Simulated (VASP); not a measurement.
Runs of VASP 6.6.1 on Hf2Pt. Symmetry: P4/mmm, No. 123, tetragonal system. The conventional cell has a = 3.565 Å, b = 3.565 Å, c = 4.836 Å, α = 90.00°, β = 90.00°, γ = 90.00°. Hf (site symmetry 4/mmm) is surrounded by 4 Hf at 2.52 Å. Hf (site symmetry 4/mmm) is surrounded by 2 Pt at 2.42 Å and 4 Hf at 2.52 Å. Around Pt (site symmetry 4/mmm) lie 2 Hf at 2.42 Å. The cell was built by a generator and needn't be a form met in nature.

```csv
task,level,spin,cell,k mesh,cutoff (eV),smearing,atoms held fixed (from 0),other keys,gap on the mesh (eV),pressure (GPa),relaxed volume (Å³/atom)
relaxation of cell and atoms,PBE,off,relaxed,8 × 8 × 6,600,methfessel-paxton 0.2 eV,-,-,none,0.0,26.15
single point,PBE,off,as given,8 × 8 × 6,520,fermi-dirac 0.05 eV,-,-,none,26.3,-
relaxation of the atoms,PBE+D3(BJ),"SOC, no magnetisation",atoms relaxed from: volume scaled by 0.96,5 × 5 × 4,520,methfessel-paxton 0.1 eV,[0],ISYM = 0,-,29.7,-
relaxation of cell and atoms,PBEsol,off,relaxed,8 × 8 × 6,600,methfessel-paxton 0.2 eV,-,-,none,0.0,(a)
```

Alike in all rows: potentials or basis VASP PAW PBE potentials, release 64 (Hf_pv, Pt).

Problem. Estimate the missing entries.

Solution. (a) 24.75.

Caveats: the volume moved by over 15 % at a fixed basis, so the end points are rough (some runs); so large a pressure means that the cell lies far from this level's equilibrium, or that cutoff or potentials fall short (some runs); the relaxation stopped at its first step, so nothing moved (some runs); the PAW data sets were made with another functional, which shifts forces and pressure a little (some runs).

A k mesh can miss the band edges, and rows without SOC leave out spin-orbit coupling on Hf, Pt.

A gap of «none» marks a metal or a gap under the smearing width.
